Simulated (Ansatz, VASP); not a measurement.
**Cross-check of Mo10C (Mo(100)-(2x1)-C, hollow site) between VASP and Ansatz**

Wanted: the spread between two codes on one cell, functional and k mesh. Of the first pair: The structure shown is the start of the Ansatz relaxation below; VASP solves that cell, so the two are compared at the walk's first step.

Method: plane waves, with VASP 6.6.1 beside it; single point at PBE, in Ansatz 0.2.0.

## (1) The structure

The cell holds 11 atoms: 10 Mo and 1 C. Its edges and angles: a = 6.300 Å, b = 3.150 Å, c = 24.035 Å, α = 90.0°, β = 90.0°, γ = 90.0°. Vacuum lies along c.

## (2) Ansatz: relaxation, PBE

Ansatz runs on its default PAW (the set named soft_2) files.

The two programs are compared at the cell with which this relaxation starts, whose forces are those of its first step.

The input, input.yaml:

```yaml
crystal:
  lattice:
    - [6.3, 0.0, 0.0]
    - [0.0, 3.15, 0.0]
    - [0.0, 0.0, 24.0350850291]
  atoms:
    - { symbol: Mo, position: [0.0, 0.0, 0.3536496746] }
    - { symbol: Mo, position: [0.5, 0.0, 0.3536496746] }
    - { symbol: Mo, position: [0.25, 0.5, 0.419178879] }
    - { symbol: Mo, position: [0.75, 0.5, 0.419178879] }
    - { symbol: Mo, position: [0.0, 0.0, 0.4847080834] }
    - { symbol: Mo, position: [0.5, 0.0, 0.4847080834] }
    - { symbol: Mo, position: [0.25, 0.5, 0.5502372879] }
    - { symbol: Mo, position: [0.75, 0.5, 0.5502372879] }
    - { symbol: Mo, position: [0.0, 0.0, 0.6157664923] }
    - { symbol: Mo, position: [0.5, 0.0, 0.6157664923] }
    - { symbol: C, position: [0.25, 0.5, 0.6463503254] }
kpoints:
  mp_grid: { grid: [5, 9, 1] }
hamiltonian:
  xc: pbe
scf:
  occupations: { method: fermi_dirac, width: 0.1 }
  convergence: { dr2_threshold: 1.0e-08 }
efield:
  axis: 3
  dipole_correction: true
  ramp_position: 0.97
  ramp_width: 0.06
relax:
  f_tol: 0.015
  max_steps: 90
  constraints: [{ sites: [0, 1, 2, 3] }]
output:
  write_potential: true
  write_density: true
  volumetric_format: npy
```

Started as:

```sh
> ansatz run input.yaml --threads 4 --pin off --max-ram 6144MiB --backend cpu --events-out ev --progress --plain --runs-dir out
```

Numbers of over 12 decimals in the logs are rounded to 6 here.

The program printed:

```text
Engine: ansatz 0.2.0, aarch64-unknown-linux-gnu
Pseudopotentials: kind: paw
Pseudopotential: Mo, paw, valence charge 14, recommended cutoff 420 eV (normal), Mo.paw.azcp
Pseudopotential: C, paw, valence charge 4, recommended cutoff 420 eV (normal), C.paw.azcp
Functional definition: PBE
  parameter kappa = 0.804
  parameter beta = 0.066725
  exchange = pbe_x(kappa = kappa, mu = beta*pi^2/3)
  correlation = pbe_c(beta = beta)
Crystal: 11 atoms, lattice volume = 476.976 Å³
Basis set: ecut = 420 eV, 9331 PW (Γ), exchange–correlation on 90×48×324 points (8 copies of the dense FFT grid, shifted against one another)
Bands: 87, of which v1, the nominal top of the filled ones, is band 72 counted from 1 (71 counted from 0)
Symmetry: 4 space group operations
Space group: Pmm2 (ITA 25), of the structure as read, at distance tolerance 7.8e-5 Å
k-points: 15 of 45
Non-local potential: Mo, projectors of the file, l = 0: 3, l = 1: 2, l = 2: 2, l = 3: 1
Non-local potential: C, projectors of the file, l = 0: 2, l = 1: 2, l = 2: 1
PAW form: soft (Blöchl's): semilocal exchange-correlation on the pseudo side does not see the compensation charge
PAW one-centre angular grid: Mo, 590 points (default); XC on 64 Gauss nodes
PAW one-centre angular grid: C, 110 points (default); XC on 64 Gauss nodes
Initial density: superposition of atomic densities (neutral atoms: chi_scale 0, normalization atom), corrected by the library's trained network
Initial wavefunctions: pseudopotential atomic-orbital guess
Functional: x = pbe(κ = 0.804, μ = 0.219515), c = pbe(β = 0.066725)
SCF iter   1: F=—  HF=-49803.417068 eV  |F-HF|=—  |Δ(HF+E_count)|=         —  Δρ=8.70e-3  dr2=2.57e0  ethr=1.77e-3  p=-0.104 e·Å  D=-3.94e-2 V/Å  ΔV_dip=0.95 eV  dr2_dipole=6.56e-1  V_vac-E_F(+/−)=4.90/3.95 eV  ⟨swp⟩=9.0  Hψ=6343  notcnv=0
efield: sawtooth ramp at fractional position 0.9700 (set: `efield.ramp_position`, or a place that a band, a saddle search or an elastic batch's reference lends), width 0.0600; the density the first Hamiltonian is built on has a dipole p = -0.104 e·Å; the dipole correction subtracts the counter field D = -3.94e-2 V/Å, which shifts the + side's vacuum level by +0.95 eV against the − side's; the planar-averaged density in the ramp window peaks in size at 1.2e-5 e/Å³
preconditioner: auto → LDOS  [metal: Δε(μ)=0.067 eV  Ē_g=3.964 eV  σ=0.100 eV  W_gap=0.16  n_scr=78 (ndim 8)  ℏωp=13.6 eV  f_vac=0.576  D(μ)=9.00/eV (n_scr^D=36)  β→1.0]
SCF iter   2: F=—  HF=-49803.367223 eV  |F-HF|=—  |Δ(HF+E_count)|=   4.98e-2  Δρ=5.58e-3  dr2=4.53e-1  ethr=1.77e-3  p=-0.085 e·Å  D=-3.22e-2 V/Å  ΔV_dip=0.77 eV  dr2_dipole=1.75e-2  V_vac-E_F(+/−)=4.73/3.95 eV  ⟨swp⟩=2.1  Hψ=1656  notcnv=0
SCF iter   3: F=—  HF=-49803.335416 eV  |F-HF|=—  |Δ(HF+E_count)|=   3.18e-2  Δρ=1.98e-3  dr2=4.29e-2  ethr=3.15e-4  p=-0.086 e·Å  D=-3.27e-2 V/Å  ΔV_dip=0.79 eV  dr2_dipole=1.77e-3  V_vac-E_F(+/−)=4.75/3.96 eV  ⟨swp⟩=2.8  Hψ=2038  notcnv=0
SCF iter   4: F=—  HF=-49803.331952 eV  |F-HF|=—  |Δ(HF+E_count)|=   3.46e-3  Δρ=4.51e-4  dr2=2.87e-3  ethr=2.98e-5  p=-0.085 e·Å  D=-3.24e-2 V/Å  ΔV_dip=0.78 eV  dr2_dipole=3.01e-4  V_vac-E_F(+/−)=4.74/3.96 eV  ⟨swp⟩=2.1  Hψ=1728  notcnv=0
SCF iter   5: F=—  HF=-49803.331853 eV  |F-HF|=—  |Δ(HF+E_count)|=   9.94e-5  Δρ=1.20e-4  dr2=1.39e-4  ethr=1.99e-6  p=-0.085 e·Å  D=-3.22e-2 V/Å  ΔV_dip=0.77 eV  dr2_dipole=2.29e-5  V_vac-E_F(+/−)=4.74/3.96 eV  ⟨swp⟩=2.6  Hψ=1875  notcnv=0
SCF iter   6: F=—  HF=-49803.331870 eV  |F-HF|=—  |Δ(HF+E_count)|=   1.69e-5  Δρ=5.11e-5  dr2=2.44e-5  ethr=9.66e-8  p=-0.084 e·Å  D=-3.20e-2 V/Å  ΔV_dip=0.77 eV  dr2_dipole=1.24e-6  V_vac-E_F(+/−)=4.74/3.97 eV  ⟨swp⟩=2.5  Hψ=1772  notcnv=0
SCF iter   7: F=—  HF=-49803.331915 eV  |F-HF|=—  |Δ(HF+E_count)|=   4.53e-5  Δρ=2.04e-5  dr2=5.50e-6  ethr=1.69e-8  p=-0.084 e·Å  D=-3.19e-2 V/Å  ΔV_dip=0.77 eV  dr2_dipole=1.44e-10  V_vac-E_F(+/−)=4.74/3.97 eV  ⟨swp⟩=2.3  Hψ=1817  notcnv=0
SCF iter   8: F=—  HF=-49803.332329 eV  |F-HF|=—  |Δ(HF+E_count)|=   4.14e-4  Δρ=6.74e-6  dr2=5.96e-7  ethr=3.82e-9  p=-0.084 e·Å  D=-3.18e-2 V/Å  ΔV_dip=0.76 eV  dr2_dipole=9.90e-9  V_vac-E_F(+/−)=4.74/3.97 eV  ⟨swp⟩=2.3  Hψ=1915  notcnv=0
SCF iter   9: F=—  HF=-49803.332329 eV  |F-HF|=—  |Δ(HF+E_count)|=   3.38e-7  Δρ=3.50e-6  dr2=1.62e-7  ethr=4.14e-10  p=-0.084 e·Å  D=-3.18e-2 V/Å  ΔV_dip=0.76 eV  dr2_dipole=4.91e-9  V_vac-E_F(+/−)=4.74/3.97 eV  ⟨swp⟩=3.3  Hψ=2375  notcnv=0
SCF iter  10: F=—  HF=-49803.332329 eV  |F-HF|=—  |Δ(HF+E_count)|=   6.83e-8  Δρ=1.60e-6  dr2=3.50e-8  ethr=1.13e-10  p=-0.084 e·Å  D=-3.17e-2 V/Å  ΔV_dip=0.76 eV  dr2_dipole=2.02e-12  V_vac-E_F(+/−)=4.74/3.97 eV  ⟨swp⟩=2.9  Hψ=2010  notcnv=0
SCF iter  11: F=-49803.332329 eV  HF=-49803.332329 eV  |F-HF|=2.22e-9  |Δ(HF+E_count)|=   1.17e-8  Δρ=5.28e-7  dr2=4.30e-9  ethr=6.94e-12  p=-0.084 e·Å  D=-3.17e-2 V/Å  ΔV_dip=0.76 eV  dr2_dipole=7.71e-11  V_vac-E_F(+/−)=4.74/3.97 eV  ⟨swp⟩=10.2  Hψ=9177  notcnv=0
[...]
efield: sawtooth ramp at fractional position 0.9700 (set: `efield.ramp_position`, or a place that a band, a saddle search or an elastic batch's reference lends), width 0.0600; the density the first Hamiltonian is built on has a dipole p = -0.032 e·Å; the dipole correction subtracts the counter field D = -1.21e-2 V/Å, which shifts the + side's vacuum level by +0.29 eV against the − side's; the planar-averaged density in the ramp window peaks in size at 1.8e-6 e/Å³
preconditioner: auto → LDOS  [metal: Δε(μ)=0.010 eV  Ē_g=4.043 eV  σ=0.100 eV  W_gap=0.02  n_scr=78 (ndim 8)  ℏωp=13.6 eV  f_vac=0.579  D(μ)=10.17/eV (n_scr^D=40)  β→1.0]
SCF iter   2: F=—  HF=-49804.020876 eV  |F-HF|=—  |Δ(HF+E_count)|=   4.86e-5  Δρ=2.15e-4  dr2=5.44e-4  ethr=6.79e-7  p=-0.032 e·Å  D=-1.22e-2 V/Å  ΔV_dip=0.29 eV  dr2_dipole=7.49e-6  V_vac-E_F(+/−)=4.24/3.95 eV  ⟨swp⟩=2.4  Hψ=2265  notcnv=0
SCF iter   3: F=—  HF=-49804.020830 eV  |F-HF|=—  |Δ(HF+E_count)|=   4.61e-5  Δρ=8.19e-5  dr2=7.88e-5  ethr=3.78e-7  p=-0.032 e·Å  D=-1.21e-2 V/Å  ΔV_dip=0.29 eV  dr2_dipole=4.16e-7  V_vac-E_F(+/−)=4.24/3.95 eV  ⟨swp⟩=2.0  Hψ=1933  notcnv=0
SCF iter   4: F=—  HF=-49804.020844 eV  |F-HF|=—  |Δ(HF+E_count)|=   1.45e-5  Δρ=1.72e-5  dr2=2.34e-6  ethr=5.47e-8  p=-0.032 e·Å  D=-1.21e-2 V/Å  ΔV_dip=0.29 eV  dr2_dipole=2.88e-8  V_vac-E_F(+/−)=4.24/3.95 eV  ⟨swp⟩=2.7  Hψ=1892  notcnv=0
SCF iter   5: F=—  HF=-49804.021255 eV  |F-HF|=—  |Δ(HF+E_count)|=   4.10e-4  Δρ=4.46e-6  dr2=1.85e-7  ethr=1.62e-9  p=-0.032 e·Å  D=-1.21e-2 V/Å  ΔV_dip=0.29 eV  dr2_dipole=8.20e-9  V_vac-E_F(+/−)=4.24/3.95 eV  ⟨swp⟩=3.0  Hψ=2417  notcnv=0
SCF iter   6: F=—  HF=-49804.021255 eV  |F-HF|=—  |Δ(HF+E_count)|=   1.01e-7  Δρ=1.77e-6  dr2=3.00e-8  ethr=1.29e-10  p=-0.032 e·Å  D=-1.21e-2 V/Å  ΔV_dip=0.29 eV  dr2_dipole=1.77e-9  V_vac-E_F(+/−)=4.24/3.95 eV  ⟨swp⟩=2.1  Hψ=2023  notcnv=0
SCF iter   7: F=-49804.021255 eV  HF=-49804.021255 eV  |F-HF|=3.12e-9  |Δ(HF+E_count)|=   2.78e-8  Δρ=5.98e-7  dr2=3.28e-9  ethr=6.94e-12  p=-0.032 e·Å  D=-1.21e-2 V/Å  ΔV_dip=0.29 eV  dr2_dipole=4.95e-12  V_vac-E_F(+/−)=4.24/3.95 eV  ⟨swp⟩=10.2  Hψ=9480  notcnv=0
SCF 6 converged in 7 iterations: F = -49804.021255 eV  dr2 = 3.28e-9
relax step   6: F+E_penalty+E_count = -49804.02125470 eV  Δ(F+E_penalty+E_count) = -3.594e-4 eV  max|allowed force component| = 3.007e-3 eV/Å  Δτ_max = 0.0054 Å  (7 SCF iters, accepted)
NSCF: frozen V_eff on 15 k-points
the band table was solved once a step of the walk had ended and its energy, with any forces and stress, was formed, with the checks that follow a solve (5688 applications of the Hamiltonian). They found nothing against the state; the energy, forces and stress were not computed again (output.eigenvalues in the input reference)
SCF converged after 7 iterations
Free energy (F): -49804.021255 eV
Harris-Foulkes:  -49804.021255 eV  (|F-HF|=3.12e-9)
Internal energy: -49803.686587 eV  (E = F + TS)
E sigma→0 (E₀):  -49803.853921 eV
Entropy (-TS):   -0.334668 eV (-30.424 meV/atom)
Fermi energy:    4.417010 eV
Dipole field:    D = -0.012132 V/Å  (p = -0.031979 e·Å, saw-weighted, corrected)
Work function:   Φ+ = 4.2423 eV   Φ− = 3.9507 eV
Levels:          The Fermi level and band energies are counted from a zero that moves with the ramp; work functions are not
--- Per-component energies (eV) ---
  E_band       = -2871.390963
  E_kinetic    = 4477.952482
  E_local      = -176570.760777  (includes V_loc(G=0)·N_el)
  E_nonlocal   = 1458.525273
  E_hartree    = 85771.529782
  E_xc         = -1871.706461
  E_vxc        = -2334.302992  (∫ρ·V_xc dr)
  E_paw        = -32111.327990  (= ΣΔE_a)
  E_vpaw       = -1445.400204  (= ΣTr[D̂ρ^β])
  E_aug_tail   = 0.000440  (compensation charges beyond the density's cutoff)
  E_efield     = 0.000194  (sawtooth field / dipole correction)
  E_vefield    = -0.464385  (∫n·V_field dr)
  E_ewald      = 69042.100470
  E_smearing   = -0.334668  (= −TS)
  E_closure    = -0.000000  (closes the sum)
  Σ components = -49804.021255   (vs F -49804.021255, Δ=0.00e0)
--- Forces (eV/Å), atoms counted from 1 ---
  atom   1  Mo    -0.01830371     0.00000000     1.34739492
  atom   2  Mo     0.01830371     0.00000000     1.34739492
  atom   3  Mo    -0.00000000     0.00000000    -1.28087002
  atom   4  Mo    -0.00000000     0.00000000    -1.41886925
  atom   5  Mo     0.00091444     0.00000000     0.00300675
  atom   6  Mo    -0.00091444     0.00000000     0.00300675
  atom   7  Mo    -0.00000000     0.00000000    -0.00154525
  atom   8  Mo    -0.00000000     0.00000000    -0.00127808
  atom   9  Mo    -0.00032517     0.00000000     0.00003440
  atom  10  Mo     0.00032517     0.00000000     0.00003440
  atom  11  C      0.00000000     0.00000000     0.00164548
  max |Σ_I F_I| component: 4.50e-5 eV/Å
--- Band table (eV; the first three rows and the last of 15) ---
  k-point 0: bands = [... 68 lower, 3.7204, 3.8836, 4.2221, 4.2781, 4.2916, 4.3447, 4.3925, 4.5283, ... 11 higher]
  k-point 1: bands = [... 68 lower, 3.8241, 3.8335, 4.0544, 4.2316, 4.2954, 4.4146, 4.8364, 4.8720, ... 11 higher]
  k-point 2: bands = [... 68 lower, 3.6309, 3.8125, 4.0482, 4.3065, 4.7441, 4.8397, 4.9063, 4.9462, ... 11 higher]
  k-point 14: bands = [... 68 lower, 3.8464, 4.0402, 4.4127, 4.5097, 4.6982, 5.0441, 5.2064, 5.3391, ... 11 higher]
--- Relaxed structure (6 steps of the walk, 5 accepted, 0 SCFs on fresh bases) ---
  F+E_penalty+E_count = -49804.02125470 eV   max|allowed force component| = 3.007e-3 eV/Å
  atoms:
    - { symbol: Mo, position: [0.0, 0.0, 0.353650] }
    - { symbol: Mo, position: [0.500000, 0.0, 0.353650] }
    - { symbol: Mo, position: [0.250000, 0.500000, 0.419178879] }
    - { symbol: Mo, position: [0.750000, 0.500000, 0.419178879] }
    - { symbol: Mo, position: [-0.00623667, 0.0, 0.484755] }
    - { symbol: Mo, position: [0.506237, 0.0, 0.484755] }
    - { symbol: Mo, position: [0.250000, 0.500000, 0.545310] }
    - { symbol: Mo, position: [0.750000, 0.500000, 0.553033] }
    - { symbol: Mo, position: [0.020667, 0.0, 0.617085] }
    - { symbol: Mo, position: [0.479333, 0.0, 0.617085] }
    - { symbol: C, position: [0.250000, 0.500000, 0.634643] }
```

[end of part 1 of 3]

[Lines on the potential files, build, host, timing and source positions are cut from VASP's logs without a mark.]

[Logs are printed without paths, hosts, clocks, repeated set-up lines and the standing remarks that a program may print on its own settings, such as how far it seeks lower states.]

[Hosts, paths, dates, database ids (printed as entryN), source tags and the programs' standing remarks are cut or masked in the printed files.]
